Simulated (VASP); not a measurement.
Computed with PBE GGA with D3 dispersion (zero damping), VASP's PBE PAW potentials (set 64) (plane waves; VASP).

A VASP calculation is set up with these files.

**KPOINTS**
```
Automatic
0
gamma
4 4 4
```

### INCAR
```
! general
SYSTEM  = CsPbCl3
PREC    = Accurate
ENCUT   = 520   ! plane-wave cut-off (eV)
LREAL   = .FALSE.
LASPH   = .TRUE.

! electronic loop
EDIFF   = 1E-6
NELM    = 100   ! most electronic steps
ALGO    = Normal   ! blocked Davidson
LMAXMIX = 4

! smearing
ISMEAR  = 0   ! Gaussian
SIGMA   = 0.05

! functional
GGA     = PE   ! PBE
IVDW    = 11

! ions
IBRION  = 2
NSW     = 60
ISIF    = 3   ! ions, shape and volume
EDIFFG  = -0.02

! output
LWAVE   = .FALSE.
LCHARG  = .FALSE.
```

### POSCAR
```
CsPbCl3
1.0
  5.6570845755   0.0000000000   0.0000000000
  0.0000000000   5.6570845755   0.0000000000
  0.0000000000   0.0000000000   5.6570845755
Cs Pb Cl
1 1 3
Cart
  0.0000000000   0.0000000000   0.0000000000
  2.8285422877   2.8285422877   2.8285422877
  2.8285422877   0.0000000000   2.8285422877
  0.0000000000   2.8285422877   2.8285422877
  2.8285422877   2.8285422877   0.0000000000
```

POTCAR, in this order: Cs_sv Pb_d Cl (PBE.64 set). Program: vasp_std.

Output

OUTCAR:
```
 ion  position               nearest neighbor table
   1  0.000  0.000  0.000-
   2  0.500  0.500  0.500-   3 2.83   4 2.83   5 2.83   5 2.83   3 2.83   4 2.83
   3  0.500  0.000  0.500-   2 2.83   2 2.83
   4  0.000  0.500  0.500-   2 2.83   2 2.83
   5  0.500  0.500  0.000-   2 2.83   2 2.83
  LATTYP: Found a simple cubic cell.
 ALAT       =     5.6570845755
 Subroutine PRICEL returns:
 Original cell was already a primitive cell.
 Subroutine GETGRP returns: Found 48 space group operations
The static configuration has the point symmetry O_h .
The dynamic configuration has the point symmetry O_h .
 Subroutine INISYM returns: Found 48 space group operations
 Subroutine IBZKPT returns following result:
 Found     10 irreducible k-points:

 Following reciprocal coordinates:
            Coordinates               Weight
  0.000000  0.000000  0.000000      1.000000
  0.250000  0.000000  0.000000      6.000000
  0.500000  0.000000  0.000000      3.000000
  0.250000  0.250000  0.000000     12.000000
  0.500000  0.250000  0.000000     12.000000
  0.500000  0.500000  0.000000      3.000000
  0.250000  0.250000  0.250000      8.000000
  0.500000  0.250000  0.250000     12.000000
  0.500000  0.500000  0.250000      6.000000
  0.500000  0.500000  0.500000      1.000000
   k-points           NKPTS =     10   k-points in BZ     NKDIM =     10   number of bands    NBANDS=     26
   number of dos      NEDOS =    301   number of ions     NIONS =      5
   total plane-waves  NPLWV =  74088
   dimension x,y,z NGX =    42 NGY =   42 NGZ =   42
   dimension x,y,z NGXF=    84 NGYF=   84 NGZF=   84
   ions per type =               1   1   3
   PREC   = accura    normal or accurate (medium, high low for compatibility)
   ISTART =      0    job   : 0-new  1-cont  2-samecut
   ICHARG =      2    charge: 1-file 2-atom 10-const
   ISPIN  =      1    spin polarized calculation?
   LNONCOLLINEAR =      F non collinear calculations
   LSORBIT =      F    spin-orbit coupling
   INIWAV =      1    electr: 0-lowe 1-rand  2-diag
   ENCUT  =  520.0 eV  38.22 Ry    6.18 a.u.  10.52 10.52 10.52*2*pi/ulx,y,z
   NELM   =    100;   NELMIN=  2; NELMDL= -5     # of ELM steps
   EDIFF  = 0.1E-05   stopping-criterion for ELM
   LREAL  =      F    real-space projection
   NLSPLINE    = F    spline interpolate recip. space projectors
   LMAXMIX     =    4 max onsite mixed and CHGCAR
   VOSKOWN=      0    Vosko Wilk Nusair interpolation
   EDIFFG = -.2E-01   stopping-criterion for IOM
   NSW    =     60    number of steps for IOM
   NBLOCK =      1;   KBLOCK =     60    inner block; outer block
   IBRION =      2    ionic relax: 0-MD 1-quasi-New 2-CG
   NFREE  =      1    steps in history (QN), initial steepest desc. (CG)
   ISIF   =      3    stress and relaxation
   ISYM   =      2    0-nonsym 1-usesym 2-fastsym
   TEIN   =    0.0    initial temperature
   TEBEG  =    0.0;   TEEND  =   0.0 temperature during run
   SMASS  =  -3.00    Nose mass-parameter (am)
   PSTRESS=    0.0 pullay stress
   NELECT =      44.0000    total number of electrons
   EFERMI =   0.00;   METHOD = LEGACY
   ISMEAR =     0;   SIGMA  =   0.05  broadening in eV -4-tet -1-fermi 0-gaus
   IALGO  =     38    algorithm
   LDIAG  =      T    sub-space diagonalisation (order eigenvalues)
   IMIX   =      4    mixing-type and parameters
     AMIX     =   0.40;   BMIX     =  1.00
     AMIX_MAG =   1.60;   BMIX_MAG =  1.00
     AMIN     =   0.10
   GGA     = PE    functional components
   VOSKOWN =     0    Vosko Wilk Nusair interpolation
   LHFCALC =     F    Hartree Fock is set to
   LHFONE  =     F    Hartree Fock one center treatment
   AEXX    =    0.0000 exact exchange contribution
   IVDW    =    11    specifies the selected vdW correction
...
```

### OSZICAR
```
       N       E                     dE             d eps       ncg     rms          rms(c)
DAV:   1     0.421507522998E+03    0.42151E+03   -0.19456E+04   520   0.152E+03
DAV:   2     0.330734711470E+02   -0.38843E+03   -0.37984E+03   644   0.347E+02
DAV:   3    -0.162574966856E+02   -0.49331E+02   -0.49092E+02   598   0.134E+02
DAV:   4    -0.183818624814E+02   -0.21244E+01   -0.21195E+01   744   0.350E+01
DAV:   5    -0.184274875624E+02   -0.45625E-01   -0.45577E-01   642   0.422E+00    0.517E+00
DAV:   6    -0.175520026088E+02    0.87548E+00   -0.18549E+00   684   0.144E+01    0.343E+00
DAV:   7    -0.175104368342E+02    0.41566E-01   -0.70937E-01   788   0.506E+00    0.190E+00
DAV:   8    -0.175252468157E+02   -0.14810E-01   -0.95126E-02   768   0.265E+00    0.302E-01
DAV:   9    -0.175227647630E+02    0.24821E-02   -0.25552E-02   748   0.128E+00    0.134E-01
DAV:  10    -0.175234528388E+02   -0.68808E-03   -0.25499E-03   628   0.330E-01    0.411E-02
DAV:  11    -0.175235267815E+02   -0.73943E-04   -0.17322E-04   702   0.104E-01    0.142E-02
DAV:  12    -0.175235296306E+02   -0.28492E-05   -0.32178E-05   684   0.744E-02    0.851E-03
DAV:  13    -0.175235287847E+02    0.84593E-06   -0.35296E-06   594   0.122E-02
   1 F= -.18548115E+02 E0= -.18548115E+02  d E =-.185481E+02
       N       E                     dE             d eps       ncg     rms          rms(c)
DAV:   1    -0.176032686684E+02   -0.79739E-01   -0.18075E+00   694   0.147E+01    0.146E+00
DAV:   2    -0.175460824981E+02    0.57186E-01   -0.12454E-01   678   0.343E+00    0.478E-01
DAV:   3    -0.175370404002E+02    0.90421E-02   -0.34193E-02   664   0.186E+00    0.221E-01
DAV:   4    -0.175367690774E+02    0.27132E-03   -0.13097E-03   768   0.323E-01    0.899E-02
DAV:   5    -0.175367217778E+02    0.47300E-04   -0.20062E-04   682   0.126E-01    0.296E-02
DAV:   6    -0.175367144830E+02    0.72947E-05   -0.16434E-05   562   0.389E-02    0.575E-03
DAV:   7    -0.175367136479E+02    0.83518E-06   -0.19218E-06   472   0.164E-02
   2 F= -.18551795E+02 E0= -.18551795E+02  d E =-.367995E-02
```

File OUTCAR:
```
------------------------ aborting loop because EDIFF is reached ----------------------------------------
 Edisp (eV)   -1.01508
  FORCE on cell =-STRESS in cart. coord.  units (eV):
  Direction    XX          YY          ZZ          XY          YZ          ZX
  --------------------------------------------------------------------------------------
  Total       0.04793     0.04793     0.04793    -0.00000     0.00000    -0.00000
  in kB       0.41835     0.41835     0.41835    -0.00000     0.00000    -0.00000
  external pressure =        0.42 kB  Pullay stress =        0.00 kB
  volume of cell :      183.56
      direct lattice vectors                 reciprocal lattice vectors
     5.683218780  0.000000000  0.000000000     0.175956626  0.000000000  0.000000000
    -0.000000000  5.683218780  0.000000000    -0.000000000  0.175956626  0.000000000
    -0.000000000 -0.000000000  5.683218780    -0.000000000 -0.000000000  0.175956626
 POSITION                                       TOTAL-FORCE (eV/Angst)
 -----------------------------------------------------------------------------------
      0.00000      0.00000      0.00000        -0.000000      0.000000      0.000000
      2.84161      2.84161      2.84161        -0.000000     -0.000000      0.000000
      2.84161     -0.00000      2.84161        -0.000000      0.000000      0.000000
     -0.00000      2.84161      2.84161         0.000000      0.000000      0.000000
      2.84161      2.84161      0.00000         0.000000      0.000000      0.000000
 -----------------------------------------------------------------------------------
    total drift:                                0.000000     -0.000000     -0.000000
  FREE ENERGIE OF THE ION-ELECTRON SYSTEM (eV)
  ---------------------------------------------------
  free  energy   TOTEN  =       -18.5517947869 eV

  energy  without entropy=      -18.5517947869  energy(sigma->0) =      -18.55179479

 reached required accuracy - stopping structural energy minimisation
```
(Selected blocks of OUTCAR.)

CONTCAR:
```
CsPbCl3
   1.00000000000000
     5.6832187804375378    0.0000000000000000    0.0000000000000000
    -0.0000000000000000    5.6832187804375378    0.0000000000000000
    -0.0000000000000000   -0.0000000000000000    5.6832187804375378
  Cs              Pb              Cl
     1     1     3
Direct
     0.0000000000000000    0.0000000000000000    0.0000000000000000
     0.5000000000000000    0.5000000000000000    0.5000000000000000
     0.5000000000000000    0.0000000000000000    0.5000000000000000
     0.0000000000000000    0.5000000000000000    0.5000000000000000
     0.5000000000000000    0.5000000000000000    0.0000000000000000
```

**OUTCAR**
```
 val. band max:        1.2849678359   @ k =   0.5000   0.5000   0.5000

 cond. band min:       3.3952272913   @ k =   0.5000   0.5000   0.5000


 Fermi energy:         1.4921249250

 k-point     1 :       0.0000    0.0000    0.0000
  band No.  band energies     occupation
      1     -19.8744      2.00000
      2     -15.3416      2.00000
      3     -15.3416      2.00000
      4     -15.1532      2.00000
      5     -15.1532      2.00000
      6     -15.1532      2.00000
      7     -13.4927      2.00000
      8     -12.7407      2.00000
      9     -12.7407      2.00000
     10      -6.6663      2.00000
     11      -6.6663      2.00000
     12      -6.6663      2.00000
     13      -5.2391      2.00000
     14      -2.9850      2.00000
     15      -2.9850      2.00000
     16      -2.9850      2.00000
     17      -1.0347      2.00000
     18      -1.0347      2.00000
     19      -1.0347      2.00000
     20      -0.9464      2.00000
     21      -0.9464      2.00000
     22      -0.9464      2.00000
     23       4.8308      0.00000
     24       5.8565      0.00000
     25       5.8565      0.00000
     26       6.7552      0.00000

 k-point     2 :       0.2500    0.0000    0.0000
  band No.  band energies     occupation
      1     -19.8736      2.00000
      2     -15.3415      2.00000
      3     -15.3006      2.00000
      4     -15.1538      2.00000
      5     -15.1538      2.00000
      6     -15.1532      2.00000
      7     -13.4240      2.00000
      8     -12.8803      2.00000
      9     -12.7397      2.00000
     10      -6.6619      2.00000
     11      -6.6580      2.00000
     12      -6.6580      2.00000
     13      -5.7526      2.00000
     14      -2.9484      2.00000
     15      -2.9484      2.00000
     16      -2.0332      2.00000
     17      -1.0874      2.00000
     18      -1.0820      2.00000
     19      -1.0820      2.00000
     20      -0.9946      2.00000
     21      -0.9946      2.00000
     22      -0.8804      2.00000
...
```

Unless said otherwise, spin-orbit coupling is left out, though it shifts the bands of the heavy elements here.

The compound is CsPbCl3 in the cubic perovskite structure, the ideal cubic form; the compound distorts at low or room temperature. This run relaxes it. Symmetry was kept, so distortions that lower it aren't found. The start is the result of an earlier pass.
